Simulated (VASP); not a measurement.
Given:

```yaml
crystal:
  lattice:
    - [0.00000, 2.02739, 2.02739]
    - [2.02739, 0.00000, 2.02739]
    - [2.02739, 2.02739, 0.00000]
  atoms:
    - { symbol: Li, position: [0.00000, 0.00000, 0.00000] }
    - { symbol: H, position: [0.50000, 0.50000, 0.50000] }
```

The numbers are results of revPBE GGA, VASP's PBE PAW potentials (set 64) (plane waves; VASP), not measurements. Settings: 520 eV cut-off, 11×11×11 Γ-centred mesh, Gaussian smearing of 0.050 eV, potentials Li_sv H.

Question: Predict the energy per atom (σ→0).

Answer: 
The energy per atom (σ→0) comes out as -3.004 eV/atom.

Total energies compare only between runs with the same potentials, cut-off and functional.

The compound is LiH in the rock salt structure. It was relaxed first.
